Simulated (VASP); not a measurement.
HgS (zinc blende):

```xyz
2
Lattice="0.0000 2.9250 2.9250 2.9250 0.0000 2.9250 2.9250 2.9250 0.0000" Properties=species:S:1:pos:R:3 pbc="T T T"
Hg     0.0000     0.0000     0.0000
S      1.4625     1.4625     1.4625
```

The lowest empty band near Γ, direction [110], from mBJ (TB09) with spin-orbit coupling in VASP (PAW); its two spin partners are averaged. The gap over the points computed is 0.56 eV, and the next band on that side lies 5.33 eV away at the edge.

Numerical set-up: 400 eV cut-off, 9×9×9 Γ-centred mesh, Gaussian smearing of 0.050 eV, potentials Hg S.

```
distance from the edge in k (1/Å)  distance in energy (meV)
---------------------------------  ------------------------
0.012                                                   6.7
0.018                                                  14.3
0.025                                                  26.7
0.035                                                  50.2
0.050                                                  95.5
0.070                                                 168.9
```

Problem. Fit E(1 + αE) = ħ²k²/2m* (ħ²/2m0 = 3.810 eV Å²) and predict the row at 0.095 1/Å.

Solution. Least squares on the energies gives the electron mass m* = 0.085 m0 and α = 1.75 per eV, and so 272.7 meV. The run gave 273.0 meV, +0.3 meV from the fit. So light an electron mass at Γ scales with the gap, and carries this level's error in it.

Left out are points under 3 meV from the edge, since the levels carry 0.1 meV, and points farther than half the way to the next band.

The compound is HgS in the zinc blende structure, metacinnabar; cinnabar is the stable form. The cell was not relaxed at this level.
